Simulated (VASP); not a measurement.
Output of a VASP run:

OUTCAR:
```
 ion  position               nearest neighbor table
   1  0.333  0.667  0.250-   2 3.43   2 3.43   2 3.43   2 3.43   2 3.43   2 3.43
   2  0.667  0.333  0.750-   1 3.43   1 3.43   1 3.43   1 3.43   1 3.43   1 3.43
  LATTYP: Found a hexagonal cell.
 ALAT       =     3.5000000751
 C/A-ratio  =     1.5857142517
 Subroutine PRICEL returns:
 Original cell was already a primitive cell.
 Subroutine GETGRP returns: Found 24 space group operations
The static configuration has the point symmetry D_3d.
 The point group associated with its full space group is D_6h.
The dynamic configuration has the point symmetry D_3d.
 Subroutine INISYM returns: Found 24 space group operations
 Subroutine IBZKPT returns following result:
 Found     64 irreducible k-points:

 Following reciprocal coordinates:
            Coordinates               Weight
  0.000000  0.000000  0.000000      1.000000
  0.090909  0.000000  0.000000      6.000000
  0.181818  0.000000  0.000000      6.000000
  0.272727  0.000000  0.000000      6.000000
  0.363636  0.000000  0.000000      6.000000
  0.454545  0.000000  0.000000      6.000000
  0.090909  0.090909  0.000000      6.000000
  0.181818  0.090909  0.000000     12.000000
  0.272727  0.090909  0.000000     12.000000
  0.363636  0.090909  0.000000     12.000000
  0.454545  0.090909  0.000000      6.000000
  0.181818  0.181818  0.000000      6.000000
  0.272727  0.181818  0.000000     12.000000
  0.363636  0.181818  0.000000     12.000000
  0.272727  0.272727  0.000000      6.000000
  0.363636  0.272727  0.000000      6.000000
  0.000000  0.000000  0.166667      2.000000
  0.090909  0.000000  0.166667     12.000000
  0.181818  0.000000  0.166667     12.000000
  0.272727  0.000000  0.166667     12.000000
  0.363636  0.000000  0.166667     12.000000
  0.454545  0.000000  0.166667     12.000000
  0.090909  0.090909  0.166667     12.000000
  0.181818  0.090909  0.166667     24.000000
  0.272727  0.090909  0.166667     24.000000
  0.363636  0.090909  0.166667     24.000000
  0.454545  0.090909  0.166667     12.000000
  0.181818  0.181818  0.166667     12.000000
  0.272727  0.181818  0.166667     24.000000
  0.363636  0.181818  0.166667     24.000000
  0.272727  0.272727  0.166667     12.000000
  0.363636  0.272727  0.166667     12.000000
  0.000000  0.000000  0.333333      2.000000
  0.090909  0.000000  0.333333     12.000000
  0.181818  0.000000  0.333333     12.000000
  0.272727  0.000000  0.333333     12.000000
  0.363636  0.000000  0.333333     12.000000
  0.454545  0.000000  0.333333     12.000000
  0.090909  0.090909  0.333333     12.000000
  0.181818  0.090909  0.333333     24.000000
   k-points           NKPTS =     64   k-points in BZ     NKDIM =     64   number of bands    NBANDS=     13
   number of dos      NEDOS =    301   number of ions     NIONS =      2
   total plane-waves  NPLWV =  32928
   dimension x,y,z NGX =    28 NGY =   28 NGZ =   42
   dimension x,y,z NGXF=    56 NGYF=   56 NGZF=   84
   ions per type =               2
   PREC   = accura    normal or accurate (medium, high low for compatibility)
   ISTART =      0    job   : 0-new  1-cont  2-samecut
   ICHARG =      2    charge: 1-file 2-atom 10-const
   ISPIN  =      1    spin polarized calculation?
   LNONCOLLINEAR =      F non collinear calculations
   LSORBIT =      F    spin-orbit coupling
   INIWAV =      1    electr: 0-lowe 1-rand  2-diag
   ENCUT  =  520.0 eV  38.22 Ry    6.18 a.u.   6.51  6.51 10.32*2*pi/ulx,y,z
   NELM   =    100;   NELMIN=  2; NELMDL= -5     # of ELM steps
   EDIFF  = 0.1E-05   stopping-criterion for ELM
   LREAL  =      F    real-space projection
   NLSPLINE    = F    spline interpolate recip. space projectors
   LMAXMIX     =    6 max onsite mixed and CHGCAR
   VOSKOWN=      0    Vosko Wilk Nusair interpolation
   EDIFFG = -.1E-01   stopping-criterion for IOM
   NSW    =     60    number of steps for IOM
...
```

**OSZICAR**
```
...
DAV:   1    -0.426867955422E+01   -0.17338E-02   -0.56002E-02  2511   0.364E+00    0.203E-01
DAV:   2    -0.426787998482E+01    0.79957E-03   -0.18040E-03  2778   0.703E-01    0.103E-01
DAV:   3    -0.426746671021E+01    0.41327E-03   -0.45870E-04  3179   0.324E-01    0.486E-02
DAV:   4    -0.426746154159E+01    0.51686E-05   -0.63258E-05  2832   0.814E-02    0.253E-02
DAV:   5    -0.426746093557E+01    0.60602E-06   -0.12367E-06  1269   0.316E-02
   5 F= -.42674609E+01 E0= -.42682756E+01  d E =-.515952E-03
       N       E                     dE             d eps       ncg     rms          rms(c)
DAV:   1    -0.426774759257E+01   -0.28605E-03   -0.11088E-02  2511   0.162E+00    0.894E-02
DAV:   2    -0.426759275320E+01    0.15484E-03   -0.35861E-04  2796   0.324E-01    0.465E-02
DAV:   3    -0.426751268087E+01    0.80072E-04   -0.89458E-05  3171   0.144E-01    0.229E-02
DAV:   4    -0.426751146086E+01    0.12200E-05   -0.11330E-05  2385   0.358E-02    0.114E-02
DAV:   5    -0.426751132588E+01    0.13499E-06   -0.11833E-06  1343   0.158E-02
   6 F= -.42675113E+01 E0= -.42682586E+01  d E =-.566343E-03
       N       E                     dE             d eps       ncg     rms          rms(c)
DAV:   1    -0.426751242634E+01   -0.96548E-06   -0.47055E-05  2531   0.108E-01    0.589E-03
DAV:   2    -0.426751162128E+01    0.80506E-06   -0.84188E-07   997   0.210E-02
   7 F= -.42675116E+01 E0= -.42682627E+01  d E =-.566638E-03
       N       E                     dE             d eps       ncg     rms          rms(c)
DAV:   1    -0.426754975924E+01   -0.37333E-04   -0.23817E-03  2511   0.756E-01    0.412E-02
DAV:   2    -0.426751522807E+01    0.34531E-04   -0.78051E-05  2801   0.151E-01    0.221E-02
DAV:   3    -0.426749808258E+01    0.17145E-04   -0.18841E-05  3038   0.662E-02    0.110E-02
DAV:   4    -0.426749788068E+01    0.20191E-06   -0.21770E-06  1115   0.191E-02
   8 F= -.42674979E+01 E0= -.42682811E+01  d E =-.552897E-03
       N       E                     dE             d eps       ncg     rms          rms(c)
DAV:   1    -0.426753797061E+01   -0.39888E-04   -0.12763E-03  2511   0.547E-01    0.303E-02
DAV:   2    -0.426751991885E+01    0.18052E-04   -0.42080E-05  2786   0.108E-01    0.158E-02
DAV:   3    -0.426751014341E+01    0.97754E-05   -0.94561E-06  2715   0.490E-02    0.749E-03
DAV:   4    -0.426750989355E+01    0.24986E-06   -0.10132E-06   938   0.190E-02
   9 F= -.42675099E+01 E0= -.42682706E+01  d E =-.564910E-03
       N       E                     dE             d eps       ncg     rms          rms(c)
DAV:   1    -0.426751181192E+01   -0.16685E-05   -0.46670E-05  2531   0.111E-01    0.596E-03
DAV:   2    -0.426751119906E+01    0.61286E-06   -0.76934E-07   887   0.201E-02
  10 F= -.42675112E+01 E0= -.42682679E+01  d E =-.566216E-03
       N       E                     dE             d eps       ncg     rms          rms(c)
DAV:   1    -0.426762890914E+01   -0.11710E-03   -0.36653E-03  1853   0.182E+00    0.745E-02
DAV:   2    -0.426756587255E+01    0.63037E-04   -0.27422E-04  2471   0.270E-01    0.326E-02
DAV:   3    -0.426752600888E+01    0.39864E-04   -0.62477E-05  2501   0.185E-01    0.117E-02
DAV:   4    -0.426752487945E+01    0.11294E-05   -0.76133E-06  2509   0.520E-02    0.777E-03
DAV:   5    -0.426752515005E+01   -0.27060E-06   -0.27992E-07   905   0.153E-02
  11 F= -.42675252E+01 E0= -.42682607E+01  d E =-.139510E-04
```

### OUTCAR
```
------------------------ aborting loop because EDIFF is reached ----------------------------------------
  FORCE on cell =-STRESS in cart. coord.  units (eV):
  Direction    XX          YY          ZZ          XY          YZ          ZX
  --------------------------------------------------------------------------------------
  Total        0.0037687      0.0037687     -0.0020665     -0.0000000      0.0000000     -0.0000000
  in kB        0.1082458      0.1082458     -0.0593553     -0.0000000      0.0000000     -0.0000000
  external PRESSURE =       0.0523788 kB  Pullay stress =       0.0000000 kB
  volume of cell :       55.78
      direct lattice vectors                 reciprocal lattice vectors
     1.729458414 -2.995509926 -0.000000000     0.289107848 -0.166916489 -0.000000000
     1.729458414  2.995509926 -0.000000000     0.289107848  0.166916489  0.000000000
    -0.000000000 -0.000000000  5.383645255     0.000000000  0.000000000  0.185747751
 POSITION                                       TOTAL-FORCE (eV/Angst)
 -----------------------------------------------------------------------------------
      1.72946      0.99851      1.34591        -0.000000      0.000000      0.000000
      1.72946     -0.99851      4.03773         0.000000     -0.000000      0.000000
 -----------------------------------------------------------------------------------
    total drift:                                0.000001      0.000067     -0.000012
  FREE ENERGIE OF THE ION-ELECTRON SYSTEM (eV)
  ---------------------------------------------------
  free  energy   TOTEN  =        -4.2675251500 eV

  energy  without entropy=       -4.2697319204  energy(sigma->0) =       -4.26826074

 reached required accuracy - stopping structural energy minimisation
```
(Selected blocks of OUTCAR.)

POSCAR:
```
Lu
1
    1.7500000000    -3.0310890000     0.0000000000
    1.7500000000     3.0310890000     0.0000000000
    0.0000000000     0.0000000000     5.5500000000
Lu
2
Direct
  0.3333330000   0.6666670000   0.2500000000
  0.6666670000   0.3333330000   0.7500000000
```

**Question.** Write an INCAR and KPOINTS that could have produced this output.

**Answer.** This is not unique; one that fits is the input of the run itself, vdW-DF-cx, plane waves, VASP's PBE PAW potentials (set 64).

**KPOINTS**
```
Automatic
0
Gamma
11 11 6
```

INCAR:
```
SYSTEM  =  Lu
GGA  =  CX
EDIFFG  =  -0.01   # ionic stop
EDIFF  =  1E-6
LASPH  =  .TRUE.
SIGMA  =  0.1   # width (eV)
ENCUT  =  520
NSW  =  60   # most ionic steps
NELM  =  100
LWAVE  =  .FALSE.
PREC  =  Accurate
AGGAC  =  0.0
LUSE_VDW  =  .TRUE.
ISMEAR  =  1
ISIF  =  3
LMAXMIX  =  6
LREAL  =  .FALSE.   # projection in real space or not
IBRION  =  2
LCHARG  =  .FALSE.
ALGO  =  Normal   # blocked Davidson
```

POTCAR, in this order: Lu_3 (PBE.64 set). Program: vasp_std.

Energy and stress use the plane-wave basis of the starting cell.

The compound is Lu in the hcp structure. This run relaxes it. Symmetry was kept, so distortions that lower it aren't found.
